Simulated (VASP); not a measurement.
# Ta3SbOs (Pm-3m) in VASP: notebook

The runs below take Ta3SbOs through relaxation of cell and atoms, with PBE, PBEsol.

Program: VASP 6.6.1. These are calculated values, not measurements. Logs are shortened: lines on timing, memory, paths and dates and some standing lists are left out, and cuts for length are marked.

**1. The crystal as given**

It takes space group Pm-3m (No. 221, cubic). The conventional cell has a = 4.274 Å, b = 4.274 Å, c = 4.274 Å, α = 90.00°, β = 90.00°, γ = 90.00°. Ta (site symmetry 4/mmm) is surrounded by 2 Os at 2.14 Å. Sb (site symmetry m-3m) is surrounded by 12 Ta at 3.02 Å. Around Os (site symmetry m-3m) lie 6 Ta at 2.14 Å.

The cell was built by a generator and needn't be a form met in nature.

**2. Relaxation of cell and atoms, PBE**

INCAR

```
SYSTEM = Ta3SbOs
PREC     = Accurate       ! precision mode
ENCUT    = 600            ! plane-wave cutoff, eV
EDIFF    = 1E-6           ! SCF threshold, eV
ISMEAR   = 1              ! smearing method
SIGMA    = 0.2            ! smearing width, eV
LREAL    = .False.        ! projectors in reciprocal space
LASPH    = .True.         ! aspherical terms in the spheres
NELM     = 60             ! most SCF steps
ALGO     = Fast           ! electronic algorithm
ISIF     = 3              ! what is computed and relaxed
LWAVE    = .False.        ! write WAVECAR
LCHARG   = .False.        ! write CHGCAR
GGA      = PE             ! functional
IBRION   = 2              ! ionic algorithm
NSW      = 60             ! ionic steps
EDIFFG   = -0.02          ! ionic threshold
```

KPOINTS

```
Automatic mesh
0
Gamma
  6 6 6
  0 0 0
```

POSCAR

```
Ta3SbOs
1.0
    4.2735800500      0.0000000000      0.0000000000
    0.0000000000      4.2735800500      0.0000000000
    0.0000000000      0.0000000000      4.2735800500
Ta Sb Os
3 1 1
Direct
    0.5000000000      0.0000000000      0.0000000000
    0.0000000000      0.5000000000      0.0000000000
    0.0000000000      0.0000000000      0.5000000000
    0.5000000000      0.5000000000      0.5000000000
    0.0000000000      0.0000000000      0.0000000000
```

Potentials or basis: VASP PAW PBE potentials, release 64 (Ta_pv, Sb, Os).

Command:

```sh
$ cat potpaw_PBE.64/Ta_pv/POTCAR potpaw_PBE.64/Sb/POTCAR potpaw_PBE.64/Os/POTCAR > POTCAR
$ mpirun -np 1 vasp_std > vasp.out
```

OUTCAR:

```text
SYSTEM = Ta3SbOs
   PREC = Accurate
   ENCUT = 600
   EDIFF = 1E-6
   ISMEAR = 1
   LREAL = .False.
   LASPH = .True.
   NELM = 60
   ISIF = 3
   GGA = PE
   IBRION = 2
   NSW = 60
   EDIFFG = -0.02

 ion  position               nearest neighbor table
   1  0.500  0.000  0.000-   5 2.14   5 2.14   4 3.02   2 3.02   3 3.02   4 3.02   2 3.02   4 3.02
                             4 3.02   2 3.02   3 3.02   3 3.02   3 3.02   2 3.02
   2  0.000  0.500  0.000-   5 2.14   5 2.14   4 3.02   1 3.02   3 3.02   4 3.02   1 3.02   3 3.02
                             3 3.02   3 3.02   1 3.02   4 3.02   4 3.02   1 3.02
   3  0.000  0.000  0.500-   5 2.14   5 2.14   4 3.02   1 3.02   1 3.02   2 3.02   2 3.02   2 3.02
                             4 3.02   2 3.02   1 3.02   4 3.02   1 3.02   4 3.02
   4  0.500  0.500  0.500-   1 3.02   2 3.02   3 3.02   1 3.02   2 3.02   1 3.02   3 3.02   1 3.02
                             2 3.02   3 3.02   2 3.02   3 3.02
   5  0.000  0.000  0.000-   1 2.14   2 2.14   3 2.14   3 2.14   2 2.14   1 2.14

  LATTYP: Found a simple cubic cell.
 ALAT       =     4.2735800500

  Lattice vectors:

 A1 = (   4.2735800500,   0.0000000000,   0.0000000000)
 A2 = (   0.0000000000,   4.2735800500,   0.0000000000)
 A3 = (   0.0000000000,   0.0000000000,   4.2735800500)

Analysis of symmetry for initial positions (statically):
=====================================================================
 Subroutine PRICEL returns:
 Original cell was already a primitive cell.

 Routine SETGRP: Setting up the symmetry group for a
 simple cubic supercell.

 Subroutine GETGRP returns: Found 48 space group operations
 (whereof 48 operations were pure point group operations)
 out of a pool of 48 trial point group operations.

The static configuration has the point symmetry O_h .

Analysis of symmetry for dynamics (positions and initial velocities):
=====================================================================
 Subroutine PRICEL returns:
 Original cell was already a primitive cell.

 Routine SETGRP: Setting up the symmetry group for a
 simple cubic supercell.

 Subroutine GETGRP returns: Found 48 space group operations
 (whereof 48 operations were pure point group operations)
 out of a pool of 48 trial point group operations.

The dynamic configuration has the point symmetry O_h .

 Subroutine INISYM returns: Found 48 space group operations
 (whereof 48 operations are pure point group operations),
 and found     1 'primitive' translations

----------------------------------------------------------------------------------------

                                     Primitive cell

  volume of cell :      78.0505

  direct lattice vectors                    reciprocal lattice vectors
     4.273580050  0.000000000  0.000000000     0.233995851  0.000000000  0.000000000
     0.000000000  4.273580050  0.000000000     0.000000000  0.233995851  0.000000000
     0.000000000  0.000000000  4.273580050     0.000000000  0.000000000  0.233995851

  length of vectors
     4.273580050  4.273580050  4.273580050     0.233995851  0.233995851  0.233995851

  position of ions in fractional coordinates (direct lattice)
     0.500000000  0.000000000  0.000000000
     0.000000000  0.500000000  0.000000000
     0.000000000  0.000000000  0.500000000
     0.500000000  0.500000000  0.500000000
     0.000000000  0.000000000  0.000000000

  ion indices of the primitive-cell ions
   primitive index   ion index
                 1           1
                 2           2
                 3           3
                 4           4
                 5           5

----------------------------------------------------------------------------------------

 KPOINTS: Automatic mesh

Automatic generation of k-mesh.
 Grid dimensions read from file:
 generate k-points for:    6    6    6

 Generating k-lattice:

  Cartesian coordinates                     Fractional coordinates (reciprocal lattice)
     0.038999308  0.000000000  0.000000000     0.166666667  0.000000000  0.000000000
     0.000000000  0.038999308  0.000000000     0.000000000  0.166666667  0.000000000
     0.000000000  0.000000000  0.038999308     0.000000000  0.000000000  0.166666667

  Length of vectors
     0.038999308  0.038999308  0.038999308

  Shift w.r.t. Gamma in fractional coordinates (k-lattice)
     0.000000000  0.000000000  0.000000000

 Subroutine IBZKPT returns following result:
 ===========================================

 Found     20 irreducible k-points:

 Following reciprocal coordinates:
            Coordinates               Weight
  0.000000  0.000000  0.000000      1.000000
  0.166667  0.000000  0.000000      6.000000
  0.333333  0.000000  0.000000      6.000000
  0.500000  0.000000  0.000000      3.000000
  0.166667  0.166667  0.000000     12.000000
  0.333333  0.166667  0.000000     24.000000
[... 12 lines left out ...]
  0.500000  0.500000  0.333333      6.000000
  0.500000  0.500000  0.500000      1.000000
   k-points           NKPTS =     20   k-points in BZ     NKDIM =     20   number of bands    NBANDS=     27
   number of dos      NEDOS =    301   number of ions     NIONS =      5
   total plane-waves  NPLWV =  46656
   dimension x,y,z NGX =    36 NGY =   36 NGZ =   36
   dimension x,y,z NGXF=    72 NGYF=   72 NGZF=   72
   ions per type =               3   1   1
   NGX,Y,Z   is equivalent  to a cutoff of  14.00, 14.00, 14.00 a.u.
   NGXF,Y,Z  is equivalent  to a cutoff of  28.01, 28.01, 28.01 a.u.
 SYSTEM =  Ta3SbOs
   PREC   = accura    normal or accurate (medium, high low for compatibility)
   ISTART =      0    job   : 0-new  1-cont  2-samecut
   ICHARG =      2    charge: 1-file 2-atom 10-const
   ISPIN  =      1    spin polarized calculation?
   LNONCOLLINEAR =      F non collinear calculations
   LSORBIT =      F    spin-orbit coupling
   LASPH  =      T    aspherical Exc in radial PAW
   ENCUT  =  600.0 eV  44.10 Ry    6.64 a.u.   8.54  8.54  8.54*2*pi/ulx,y,z
   NELM   =     60;   NELMIN=  2; NELMDL= -5     # of ELM steps
   EDIFF  = 0.1E-05   stopping-criterion for ELM
   LREAL  =      F    real-space projection
   EDIFFG = -.2E-01   stopping-criterion for IOM
   NSW    =     60    number of steps for IOM
   IBRION =      2    ionic relax: 0-MD 1-quasi-New 2-CG
   NFREE  =      1    steps in history (QN), initial steepest desc. (CG)
   ISIF   =      3    stress and relaxation
   ISYM   =      2    0-nonsym 1-usesym 2-fastsym
   POTIM  = 0.5000    time-step for ionic-motion
   TEBEG  =    0.0;   TEEND  =   0.0 temperature during run
   PSTRESS=    0.0 pullay stress
   NELECT =      46.0000    total number of electrons
   NUPDOWN=      -1.0000    fix difference up-down
   EMIN   =  10.00;   EMAX   =-10.00  energy-range for DOS
   EFERMI =   0.00;   METHOD = LEGACY
   ISMEAR =     1;   SIGMA  =   0.20  broadening in eV -4-tet -1-fermi 0-gaus
   EFERMI_NEDOS =   21; number of points for ismear=-14 and -15
   IALGO  =     68    algorithm
   IMIX   =      4    mixing-type and parameters
     AMIX     =   0.40;   BMIX     =  1.00
     AMIX_MAG =   1.60;   BMIX_MAG =  1.00
  volume/ion in A,a.u.               =      15.61       105.34
  Fermi-wavevector in a.u.,A,eV,Ry     =   1.372573  2.593788 25.632804  1.883958
  Thomas-Fermi vector in A             =   2.498168
   LORBIT       =      0    0 simple, 1 ext, 2 COOP (PROOUT), +10 PAW based schemes
   GGA     = PE    functional components
   LHFCALC =     F    Hartree Fock is set to
   AEXX    =    0.0000 exact exchange contribution
   IVDW    =     0    specifies the selected vdW correction
   LEPSILON=     F    determine dielectric tensor
   LRPA    =     F    only Hartree local field effects (RPA)
 conjugate gradient relaxation of ions
 non-spin polarized calculation
 RMM-DIIS sequential band-by-band and
 Methfessel and Paxton  Order N= 1 SIGMA  =   0.20
  energy-cutoff  :      600.00
  volume of cell :       78.05
 maximum number of plane-waves:      2629
 NGX is ok and might be reduce to    36
   NGX = 17   NGY = 17   NGZ = 17

--------------------------------------- Ionic step        1  -------------------------------------------

 number of electron      45.9999996 magnetization

 Free energy of the ion-electron system (eV)
  ---------------------------------------------------
  ext. energy  EPLUGINS =         0.00000000
  ---------------------------------------------------
  free energy    TOTEN  =       -35.32161979 eV

  energy without entropy =      -35.31086639  energy(sigma->0) =      -35.31803532

 E-fermi :  10.1254     XC(G=0): -13.0431

 val. band max:       10.1021050072   @ k =   0.5000   0.0000   0.0000
 cond. band min:      10.1710372986   @ k =   0.1667   0.1667   0.1667
 fundamental gap:      0.0689322914
 Fermi energy:        10.1253672287

 k-point     1 :       0.0000    0.0000    0.0000
  band No.  band energies     occupation
      1     -25.1791      2.00000
      2     -25.1791      2.00000
      3     -25.1791      2.00000
      4     -24.6225      2.00000
      5     -24.6225      2.00000
      6     -24.6225      2.00000
[... 2020 lines left out ...]
 POSITION                                       TOTAL-FORCE (eV/Angst)
 -----------------------------------------------------------------------------------
      2.45242     -0.00000     -0.00000        -0.000000      0.000000      0.000000
      0.00000      2.45242      0.00000         0.000000      0.000000      0.000000
     -0.00000     -0.00000      2.45242        -0.000000     -0.000000      0.000000
      2.45242      2.45242      2.45242         0.000000     -0.000000      0.000000
      0.00000      0.00000      0.00000        -0.000000      0.000000      0.000000
 -----------------------------------------------------------------------------------
    total drift:                               -0.000000      0.000000     -0.000000

  FREE ENERGIE OF THE ION-ELECTRON SYSTEM (eV)
  ---------------------------------------------------
  free  energy   TOTEN  =       -45.8512211188 eV

  energy  without entropy=      -45.8456845913  energy(sigma->0) =      -45.84937561

--------------------------------------- Ionic step        7  -------------------------------------------

 number of electron      46.0000010 magnetization

 Free energy of the ion-electron system (eV)
  ---------------------------------------------------
  ext. energy  EPLUGINS =         0.00000000
  ---------------------------------------------------
  free energy    TOTEN  =       -45.85656500 eV

  energy without entropy =      -45.85323518  energy(sigma->0) =      -45.85545506

 E-fermi :   5.5792     XC(G=0): -11.0346

 val. band max:        5.5675395532   @ k =   0.3333   0.3333   0.3333
 cond. band min:       5.5871776910   @ k =   0.5000   0.0000   0.0000
 fundamental gap:      0.0196381378
 Fermi energy:         5.5791767865

 k-point     1 :       0.0000    0.0000    0.0000
  band No.  band energies     occupation
      1     -29.7711      2.00000
      2     -29.7711      2.00000
      3     -29.7711      2.00000
      4     -29.7213      2.00000
      5     -29.7213      2.00000
      6     -29.7213      2.00000
[... 611 lines left out ...]
 POSITION                                       TOTAL-FORCE (eV/Angst)
 -----------------------------------------------------------------------------------
      2.44421     -0.00000     -0.00000        -0.000000      0.000000      0.000000
      0.00000      2.44421      0.00000         0.000000      0.000000      0.000000
     -0.00000     -0.00000      2.44421        -0.000000     -0.000000      0.000000
      2.44421      2.44421      2.44421         0.000000      0.000000      0.000000
      0.00000      0.00000      0.00000        -0.000000      0.000000      0.000000
 -----------------------------------------------------------------------------------
    total drift:                                0.000000      0.000000     -0.000000

  FREE ENERGIE OF THE ION-ELECTRON SYSTEM (eV)
  ---------------------------------------------------
  free  energy   TOTEN  =       -45.8565649971 eV

  energy  without entropy=      -45.8532351830  energy(sigma->0) =      -45.85545506

 reached required accuracy - stopping structural energy minimisation
```

Run time: 9.3 min. Hardware: 1 thread of AMD EPYC 9R45 (Zen 5), shared host; peak memory 0.22 GiB.

What came out:

```yaml
Free_energy: -45.8566 eV
Relaxed_volume: 23.36 Å³/atom
Relaxed_cell: a = 4.888 Å, b = 4.888 Å, c = 4.888 Å, α = 90.00°, β = 90.00°, γ = 90.00°
Space_group_after_relaxing_to_0.05_Å: Pm-3m (No. 221)
Energy_gained_by_relaxing: 2107.0 meV/atom
Ionic_steps: 7
Pressure_after_relaxing: -0.1 GPa
Band_gap_on_the_k_mesh: none (metal or under the smearing width)
```

The path:
```
step  energy change (eV)  largest force (eV/Å)  pressure (GPa)  volume (Å³)
   1              0.0000                0.0000          122.61        78.05
   2             20.5556                0.0000          -46.56       305.71
   3             -6.0886                0.0000          -18.41       151.31
   4             -9.4908                0.0000          -12.45       131.94
   5            -10.1399                0.0000            8.48       110.50
   6            -10.5296                0.0000           -1.45       118.00
   7            -10.5349                0.0000           -0.11       116.82
```

Final structure:
```xyz
5
Lattice="4.8884 0.0000 0.0000 0.0000 4.8884 0.0000 0.0000 0.0000 4.8884" Properties=species:S:1:pos:R:3 pbc="T T T"
Ta    2.4442    0.0000    0.0000
Ta    0.0000    2.4442    0.0000
Ta    0.0000    0.0000    2.4442
Sb    2.4442    2.4442    2.4442
Os    0.0000    0.0000    0.0000
```

Caveat: the volume moved by over 15 % at a fixed basis, so the end points are rough. The run has no spin-orbit coupling, so splittings on Os, Sb, Ta are missing.

[end of part 1 of 2]
